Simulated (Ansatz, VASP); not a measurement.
# HfSi in two plane-wave programs, part 2 of 2

Wanted: the spread between two codes on one cell, functional and k mesh. The cell is generated by rule, not measured, and may not be a known phase. The cell is taken from a series of runs on this material, whose earlier steps may have relaxed, scaled, displaced or heated it; both programs get it as it stands.

VASP 6.6.1 and Ansatz 0.2.0.

So far. Step 3 (Ansatz: single point, LDA, pair 1): The run ends at a pressure of -0.03 GPa, with forces up to 0.13 eV/Å. Step 5 (VASP: single point, LDA, pair 2): The run ends at a pressure of 0.09 GPa, with forces up to 0.24 eV/Å.

The structure was built from a prototype and need not be the compound's stable phase.

## (6) Ansatz: single point, LDA, pair 2

Level of this step: Ansatz beside VASP: Kohn-Sham DFT, plane waves, LDA (Ansatz).

The same cell, functional (in two slightly different forms), mesh and smearing now go to Ansatz, which takes its cutoff from its data sets.

The cell is taken from a series of runs on this material, whose earlier steps may have relaxed, scaled, displaced or heated it; both programs get it as it stands.

input.yaml

```yaml
crystal:
  lattice:
    - [-3.2236273898, 0.0, 0.0]
    - [0.0, -3.2236273898, -3.2236273898]
    - [0.0, -3.2236273898, 3.2236273898]
  atoms:
    - { symbol: Hf, position: [0.0, 0.9925582426, 0.0074417574] }
    - { symbol: Hf, position: [0.0, 0.5074417574, 0.4925582426] }
    - { symbol: Si, position: [0.5, 0.012408382, 0.512408382] }
    - { symbol: Si, position: [0.5, 0.487591618, -0.012408382] }
kpoints:
  mp_grid: { grid: [12, 8, 8] }
hamiltonian:
  xc: lda
scf:
  occupations: { method: methfessel_paxton, width: 0.15 }
output:
  forces: true
  stress: true
  eigenvalues: true
```

Started as:

```sh
ansatz run input.yaml --threads 4 --pin off --max-ram 7168MiB --backend cpu --events-out ev --progress --plain --runs-dir out
```

Numbers of over 12 decimals in the logs are rounded to 6 here.

Output:

```text
[...]
Crystal: 4 atoms, lattice volume = 66.998 Å³
Basis set: ecut = 420 eV, 1347 PW (Γ)
Bands: 36, of which v1, the nominal top of the filled ones, is band 30 counted from 1 (29 counted from 0)
Symmetry: 8 space group operations
[...]
k-points: 147 of 768
[...]
k-point 0: bands = [... 26 lower, 15.3305, 15.5840, 15.6744, 18.8886, 18.9720, 19.6830, 19.7651, 19.7774, ... 2 higher]
  k-point 1: bands = [... 26 lower, 15.5806, 15.6083, 16.1361, 18.7212, 19.0003, 19.0004, 19.3849, 19.8632, ... 2 higher]
  k-point 2: bands = [... 26 lower, 15.4633, 15.5217, 16.9955, 17.9870, 18.3660, 18.7744, 19.2452, 20.2330, ... 2 higher]
  k-point 146: bands = [... 26 lower, 14.6555, 14.6673, 15.3641, 15.4561, 18.9427, 18.9672, 18.9789, 18.9969, ... 2 higher]
[key lines of the parts left out:]
SCF converged after 8 iterations
Free energy (F): -32172.315275 eV
Fermi energy:    17.569030 eV
P = ⅓ Tr σ = -0.1182 GPa (-1.182 kbar)
```

The run ends at a pressure of -0.12 GPa, with forces up to 0.24 eV/Å.

## (7) Differences

What differs besides the data sets and the points named for the pairs above, as far as they apply: the data sets hold 60 valence electrons in Ansatz (on its default PAW (the set named soft_2) files) and 28 in VASP. Total energies have different zeros and are not compared.

Both answers:

| quantity | Ansatz | VASP | difference |
| --- | --- | --- | --- |
| pressure (GPa) | -0.12 | 0.09 | -0.21 |

Forces (eV/Å; atoms numbered as in POSCAR):

| atom | Ansatz x, y, z | VASP x, y, z |
| --- | --- | --- |
| Hf1 | 0.000, 0.000, 0.244 | 0.000, 0.000, 0.245 |
| Hf2 | 0.000, 0.000, -0.244 | 0.000, 0.000, -0.245 |
| Si3 | 0.000, -0.064, 0.000 | 0.000, -0.063, 0.000 |
| Si4 | 0.000, 0.064, 0.000 | 0.000, 0.063, 0.000 |

The forces differ by 0.6 meV/Å r.m.s., which is 0.5 % of the r.m.s. force of 0.103 eV/Å (both taken over all components).

## (8) VASP: single point, LDA, pair 3

With cell and atoms fixed, the geometry can't cause a difference; cores, projectors, grids and the points listed under the comparison can.

INCAR

```
SYSTEM = HfSi
PREC = Accurate
ENCUT = 500
EDIFF = 1E-06
NELM = 120
ISMEAR = 1
SIGMA = 0.15
LREAL = .FALSE.
ALGO = Normal
GGA = PW92
NBANDS = 20
LASPH = .TRUE.
LORBIT = 11
LWAVE = .FALSE.
LCHARG = .FALSE.
ISIF = 2
GGA_COMPAT = .FALSE.
KPAR = 2
```

POSCAR

```
HfSi
1.0
   -3.2236273898      0.0000000000      0.0000000000
    0.0000000000     -3.2236273898     -3.2236273898
    0.0000000000     -3.2236273898      3.2236273898
Hf Si
2 2
Direct
    0.0000000000      0.9869769246      0.0130230754
    0.0000000000      0.5130230754      0.4869769246
    0.5000000000      0.0217146685      0.5217146685
    0.5000000000      0.4782853315      0.9782853315
```

KPOINTS

```
Automatic mesh
0
Gamma
12 8 8
0 0 0
```

Potentials, in the order of the species: Hf_pv and Si (LDA family, release 64).

Started as:

```sh
mpirun -np 2 vasp_std
```

Output:

```text
[... set-up lines as in an earlier step ...]
 entering main loop
       N       E                     dE             d eps       ncg     rms          rms(c)
DAV:   1     0.763276628788E+02    0.76328E+02   -0.14155E+04  5896   0.125E+03
DAV:   2    -0.318668587464E+02   -0.10819E+03   -0.10505E+03  7356   0.273E+02
DAV:   3    -0.359683207280E+02   -0.41015E+01   -0.39672E+01  7668   0.358E+01
DAV:   4    -0.360289387464E+02   -0.60618E-01   -0.60330E-01  7056   0.450E+00
[...]
DAV:  11    -0.346455092673E+02    0.15707E-04   -0.18986E-04  6860   0.657E-02    0.751E-02
DAV:  12    -0.346455062696E+02    0.29977E-05   -0.13094E-05  6916   0.211E-02    0.129E-02
DAV:  13    -0.346455063221E+02   -0.52476E-07   -0.62176E-07  4304   0.525E-03
   1 F= -.34645506E+02 E0= -.34645726E+02  d E =0.659774E-03
```

OUTCAR, selected parts (step 8):

```text
  Total        0.0003517     -1.3526955      1.1174196      0.0000000      0.0000000      0.0000000
  in kB        0.0084109    -32.3479014     26.7215939      0.0000000      0.0000000      0.0000000
  external PRESSURE =      -1.8726322 kB  Pullay stress =       0.0000000 kB

 POSITION                                       TOTAL-FORCE (eV/Angst)
 -----------------------------------------------------------------------------------
      0.00000     -3.22363     -3.13966         0.000000      0.000000      0.327140
      0.00000     -3.22363     -0.08396         0.000000      0.000000     -0.327140
     -1.61181     -1.75181      1.61181         0.000000     -0.070598     -0.000000
     -1.61181     -4.69544      1.61181         0.000000      0.070598     -0.000000
 -----------------------------------------------------------------------------------
    total drift:                                0.000000     -0.000000     -0.000000

  FREE ENERGIE OF THE ION-ELECTRON SYSTEM (eV)
  ---------------------------------------------------
  free  energy   TOTEN  =       -34.6455063221 eV

  energy  without entropy=      -34.6461660963  energy(sigma->0) =      -34.64572625

[... 2 parts as in an earlier step ...]

[... 1 further part left out ...]
[key lines of the parts left out:]
E-fermi :   7.5425
```

The run ends at a pressure of -0.19 GPa, with forces up to 0.33 eV/Å.

## (9) Ansatz: single point, LDA, pair 3

The same cell, functional (in two slightly different forms), mesh and smearing now go to Ansatz, which takes its cutoff from its data sets.

The cell is taken from a series of runs on this material, whose earlier steps may have relaxed, scaled, displaced or heated it; both programs get it as it stands.

input.yaml

```yaml
crystal:
  lattice:
    - [-3.2236273898, 0.0, 0.0]
    - [0.0, -3.2236273898, -3.2236273898]
    - [0.0, -3.2236273898, 3.2236273898]
  atoms:
    - { symbol: Hf, position: [0.0, 0.9869769246, 0.0130230754] }
    - { symbol: Hf, position: [0.0, 0.5130230754, 0.4869769246] }
    - { symbol: Si, position: [0.5, 0.0217146685, 0.5217146685] }
    - { symbol: Si, position: [0.5, 0.4782853315, -0.0217146685] }
kpoints:
  mp_grid: { grid: [12, 8, 8] }
hamiltonian:
  xc: lda
scf:
  occupations: { method: methfessel_paxton, width: 0.15 }
output:
  forces: true
  stress: true
  eigenvalues: true
  write_density: true
  write_potential: true
  elf: true
  volumetric_format: npy
```

Started as:

```sh
ansatz run input.yaml --threads 4 --pin off --max-ram 7168MiB --backend cpu --events-out ev --progress --plain --runs-dir out
```

Output:

```text
[...]
Crystal: 4 atoms, lattice volume = 66.998 Å³
Basis set: ecut = 420 eV, 1347 PW (Γ)
Bands: 36, of which v1, the nominal top of the filled ones, is band 30 counted from 1 (29 counted from 0)
Symmetry: 8 space group operations
[...]
k-points: 147 of 768
[...]
k-point 0: bands = [... 26 lower, 15.2974, 15.5835, 15.8221, 18.7706, 19.0091, 19.6013, 19.8466, 19.8663, ... 2 higher]
  k-point 1: bands = [... 26 lower, 15.5945, 15.6756, 16.1482, 18.6396, 18.9962, 19.0076, 19.4739, 19.8565, ... 2 higher]
  k-point 2: bands = [... 26 lower, 15.5028, 15.6078, 16.9562, 18.0325, 18.3016, 18.8345, 19.2524, 20.1633, ... 2 higher]
  k-point 146: bands = [... 26 lower, 14.6535, 14.6929, 15.4031, 15.6233, 18.9195, 18.9940, 19.0307, 19.0825, ... 2 higher]
[key lines of the parts left out:]
SCF converged after 7 iterations
Free energy (F): -32172.345311 eV
Fermi energy:    17.576431 eV
P = ⅓ Tr σ = -0.3942 GPa (-3.942 kbar)
```

The run ends at a pressure of -0.39 GPa, with forces up to 0.32 eV/Å.

## (10) Differences

What differs besides the data sets and the points named for the pairs above, as far as they apply: the data sets hold 60 valence electrons in Ansatz (on its default PAW (the set named soft_2) files) and 28 in VASP. Total energies have different zeros and are not compared.

Compared:

| quantity | Ansatz | VASP | difference |
| --- | --- | --- | --- |
| pressure (GPa) | -0.39 | -0.19 | -0.21 |

Forces (eV/Å; atoms numbered as in POSCAR):

| atom | Ansatz x, y, z | VASP x, y, z |
| --- | --- | --- |
| Hf1 | 0.000, 0.000, 0.325 | 0.000, 0.000, 0.327 |
| Hf2 | 0.000, 0.000, -0.325 | 0.000, 0.000, -0.327 |
| Si3 | 0.000, -0.073, 0.000 | 0.000, -0.071, 0.000 |
| Si4 | 0.000, 0.073, 0.000 | 0.000, 0.071, 0.000 |

The forces differ by 1.2 meV/Å r.m.s., which is 0.9 % of the r.m.s. force of 0.137 eV/Å (both taken over all components).

## (11) Summary of results

| Quantity | Value |
| --- | --- |
| r.m.s. force difference (single point, LDA, pair 1) | 0.27 meV/Å |
| r.m.s. force difference (single point, LDA, pair 2) | 0.55 meV/Å |
| r.m.s. force difference (single point, LDA, pair 3) | 1.2 meV/Å |

**Reading.** The r.m.s. force difference is 1.2 meV/Å (single point, LDA, pair 3), within the 12 meV/Å picked in this series as the mark of a large difference. The data sets hold unlike numbers of valence electrons (60 in Ansatz and 28 in VASP), so part of the differences comes from the potentials. 5 further runs of this series are not shown here. Such differences can come from data sets, numerical settings and the points named under the comparisons, not from the functional's error against experiment.

[Lines on the potential files, build, host, timing and source positions are cut from VASP's logs without a mark.]

[Logs are printed without paths, hosts, clocks, repeated set-up lines and the standing remarks that a program may print on its own settings, such as how far it seeks lower states.]

[Hosts, paths, dates, database ids (printed as entryN), source tags and the programs' standing remarks are cut or masked in the printed files.]
